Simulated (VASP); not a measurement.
Given:

```xyz
8
Lattice="3.1725 -5.4935 0.0000 1.5856 2.7464 0.0000 0.0000 0.0000 5.1361" Properties=species:S:1:pos:R:3 pbc="T T T"
Ga     1.5970    -0.9220     2.5779
Ga     1.5749     0.9217     0.0098
N      1.6260    -0.9388     4.5472
N      1.5459     0.9384     1.9791
N      3.1294    -3.6377     4.4953
N      3.2150    -1.8562     1.9272
Al     3.1605    -3.6557     2.5759
Al     3.1838    -1.8382     0.0078
```

All values below come from modified Becke-Johnson potential (mBJ), VASP's PBE PAW potentials (set 64) (plane waves; VASP). Numerical set-up: 500 eV cut-off, 4×6×4 Γ-centred mesh, Gaussian smearing of 0.050 eV, potentials Ga_d N Al.

mBJ is a potential without an energy functional, so only the levels count.

Problem. Give the energies of bands 17 to 30 at the high-symmetry points, in eV from the valence-band maximum.

Solution. 
```tsv
band	Γ	X	S	Y	Z	U	R	T
17	-4.42	-4.30	-4.41	-3.64	-3.36	-4.83	-5.40	-3.69
18	-3.52	-4.30	-4.41	-3.25	-3.36	-4.83	-5.40	-3.69
19	-2.36	-3.56	-3.48	-2.92	-1.76	-2.97	-1.91	-1.91
20	-1.88	-3.56	-3.48	-2.14	-1.76	-2.97	-1.91	-1.91
21	-1.08	-3.13	-2.31	-1.92	-1.57	-2.89	-1.72	-1.55
22	-0.93	-3.13	-2.31	-1.55	-1.57	-2.89	-1.72	-1.55
23	-0.91	-1.88	-1.85	-0.87	-0.58	-1.55	-1.53	-1.48
24	-0.20	-1.88	-1.85	-0.86	-0.58	-1.55	-1.53	-1.48
25	-0.15	-1.60	-0.86	-0.41	-0.48	-1.05	-1.32	-0.84
26	0.00	-1.60	-0.86	-0.15	-0.48	-1.05	-1.32	-0.84
27	3.83	7.05	6.44	5.81	5.82	7.24	5.83	6.70
28	6.21	7.05	6.44	6.35	5.82	7.24	5.83	6.70
29	6.90	8.36	6.99	7.67	6.45	7.60	6.28	7.25
30	7.04	8.36	6.99	8.09	6.45	7.60	6.28	7.25
```

The gap is direct, 3.83 eV, from the valence maximum at Γ to the conduction minimum at Γ.

The structure was generated: Al2Ga2N4 was put into an ordered model structure (Pmn2_1), which need not be its known phase. It was relaxed first. The cell's shape comes from a PBE relaxation.
